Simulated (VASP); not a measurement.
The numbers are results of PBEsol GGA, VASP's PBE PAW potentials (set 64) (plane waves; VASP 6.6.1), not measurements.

VASP input:

**POSCAR**
```
SnO
1
    3.6035038550     0.0000000000     0.0000000000
    0.0000000000     3.6035038550     0.0000000000
    0.0000000000    -0.0000000000     4.1389909782
Sn O
2 2
Direct
  0.5000000000   0.0000000000   0.7161145130
  0.0000000000   0.5000000000   0.2838854870
  0.5000000000   0.5000000000   0.0000000000
  0.0000000000   0.0000000000   0.0000000000
```

### KPOINTS
```
Automatic mesh
0
Gamma
9 9 8
0 0 0
```

### INCAR
```
# general
SYSTEM  = SnO
PREC    = Accurate
ENCUT   = 620   # plane-wave cut-off (eV)
LREAL   = .FALSE.
LASPH   = .TRUE.   # aspherical one-centre terms

# electronic loop
EDIFF   = 1E-6
NELM    = 100
ALGO    = Normal
LMAXMIX = 4

# smearing
ISMEAR  = 1   # Methfessel-Paxton
SIGMA   = 0.1   # width (eV)

# functional
GGA     = PS   # PBEsol

# ions
IBRION  = 2   # conjugate gradients
NSW     = 40
ISIF    = 3
EDIFFG  = -0.02
PSTRESS = 200   # kbar

# output
LWAVE   = .FALSE.
LCHARG  = .FALSE.
```

POTCAR, in this order: Sn_d O (PBE.64 set). Program: vasp_std.

### Question
What will the output report for the number of irreducible k-points (NKPTS), largest plane-wave count, number of space-group operations, FFT grid (NGX, NGY, NGZ)?

### Answer

```yaml
number of irreducible k-points (NKPTS): 75
largest_plane_wave_count: 1937
number_of_space_group_operations: 16
FFT grid (NGX, NGY, NGZ): 30 × 30 × 36
```

The compound is SnO in the litharge structure. This run relaxes it under an external pressure of 20 GPa. Symmetry was kept, so distortions that lower it aren't found.
